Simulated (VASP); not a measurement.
Consider the following.

```
CELL_PARAMETERS angstrom
      0.00000     2.31726     2.31726
      2.31726     0.00000     2.31726
      2.31726     2.31726     0.00000
ATOMIC_POSITIONS crystal
  Hf 0.00000 0.00000 0.00000
  C  0.50000 0.50000 0.50000
```

Calculation: r2SCAN meta-GGA with spin-orbit coupling, VASP's PBE PAW potentials (set 64) (plane waves; VASP 6.6.1). Numerical set-up: 520 eV cut-off, 12×12×12 Γ-centred mesh, Gaussian smearing of 0.050 eV, potentials Hf_pv C.

Q: Give the energies of bands 9 to 21 at the high-symmetry points, in eV from the Fermi level.

A: 
```json
[
 {"band": "9", "Γ": "0.77", "X": "-2.94", "U": "-3.80", "L": "-6.48", "W": "-3.29"},
 {"band": "10", "Γ": "0.77", "X": "-2.94", "U": "-3.80", "L": "-6.48", "W": "-3.29"},
 {"band": "11", "Γ": "0.95", "X": "-1.78", "U": "-2.97", "L": "-3.35", "W": "-3.18"},
 {"band": "12", "Γ": "0.95", "X": "-1.78", "U": "-2.97", "L": "-3.35", "W": "-3.18"},
 {"band": "13", "Γ": "0.95", "X": "-0.41", "U": "-1.88", "L": "-3.27", "W": "-2.70"},
 {"band": "14", "Γ": "0.95", "X": "-0.41", "U": "-1.88", "L": "-3.27", "W": "-2.70"},
 {"band": "15", "Γ": "1.39", "X": "-0.08", "U": "1.69", "L": "5.53", "W": "3.82"},
 {"band": "16", "Γ": "1.39", "X": "-0.08", "U": "1.69", "L": "5.53", "W": "3.82"},
 {"band": "17", "Γ": "1.39", "X": "5.37", "U": "5.98", "L": "5.54", "W": "3.91"},
 {"band": "18", "Γ": "1.39", "X": "5.37", "U": "5.98", "L": "5.54", "W": "3.91"},
 {"band": "19", "Γ": "1.70", "X": "6.80", "U": "6.51", "L": "6.22", "W": "6.98"},
 {"band": "20", "Γ": "1.70", "X": "6.80", "U": "6.51", "L": "6.22", "W": "6.98"},
 {"band": "21", "Γ": "3.48", "X": "7.21", "U": "8.59", "L": "6.92", "W": "7.43"}
]
```

It has no gap at this level: it comes out as a metal or semimetal.

The compound is HfC in the rock salt structure. It was relaxed first.
